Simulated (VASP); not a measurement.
An input for Quantum ESPRESSO's pw.x (written as the equivalent of a VASP run, and not itself run):

```
&CONTROL
  calculation = 'vc-relax'
  pseudo_dir = './pseudo'
  outdir = './out'
  tprnfor = .true.
  tstress = .true.
  nstep = 60
  forc_conv_thr = 0.00078
/
&SYSTEM
  ibrav = 0
  nat = 6
  ntyp = 2
  ecutwfc = 84
  occupations = 'smearing'
  smearing = 'gaussian'
  degauss = 0.003675
  input_dft = 'vdw-df-cx'
/
&ELECTRONS
  conv_thr = 7.3e-08
  electron_maxstep = 100
/
&IONS
/
&CELL
/
ATOMIC_SPECIES
  Mg 24.305 Mg.upf
  H 1.008 H.upf
CELL_PARAMETERS angstrom
     4.4851655    0.0000000    0.0000000
    -0.0000000    4.4851655    0.0000000
     0.0000000    0.0000000    2.9959975
ATOMIC_POSITIONS crystal
  Mg   0.0000000  0.0000000  0.0000000
  Mg   0.5000000  0.5000000  0.5000000
  H    0.3043044  0.3043044  0.0000000
  H    0.8043044  0.1956956  0.5000000
  H    0.1956956  0.8043044  0.5000000
  H    0.6956956  0.6956956  0.0000000
K_POINTS automatic
  5 5 7 0 0 0
```

Q: Write the VASP files for the same calculation (vdW-DF-cx).

A: Several could match; the one computed here: 
### INCAR
```
SYSTEM = MgH2
PREC = Accurate
ENCUT = 520
EDIFF = 1E-6
NELM = 100
ALGO = Normal
LREAL = .FALSE.
LASPH = .TRUE.
ISMEAR = 0
SIGMA = 0.05
GGA = CX
LUSE_VDW = .TRUE.
AGGAC = 0.0
LWAVE = .FALSE.
LCHARG = .FALSE.
IBRION = 2
ISIF = 3
NSW = 60
EDIFFG = -0.02
```

**POSCAR**
```
MgH2
1
    4.4851654907     0.0000000000     0.0000000000
   -0.0000000000     4.4851654907     0.0000000000
    0.0000000000     0.0000000000     2.9959975163
Mg H
2 4
Direct
  0.0000000000   0.0000000000   0.0000000000
  0.5000000000   0.5000000000   0.5000000000
  0.3043043859   0.3043043859   0.0000000000
  0.8043043859   0.1956956141   0.5000000000
  0.1956956141   0.8043043859   0.5000000000
  0.6956956141   0.6956956141   0.0000000000
```

KPOINTS:
```
K-points
0
G
 5 5 7
```

POTCAR, in this order: Mg H (PBE.64 set). Program: vasp_std.

What does not carry over: the potentials are each code's own (VASP's PAW set, PseudoDojo norm-conserving files in pw.x), so ENCUT and ecutwfc are chosen apart and not converted; conv_thr bounds pw.x's estimated SCF error, while EDIFF bounds the energy change between steps; forc_conv_thr acts on force components and is met together with etot_conv_thr.

The compound is MgH2 in the rutile structure. This run relaxes it. Symmetry was kept, so distortions that lower it aren't found. The start is the result of an earlier pass.
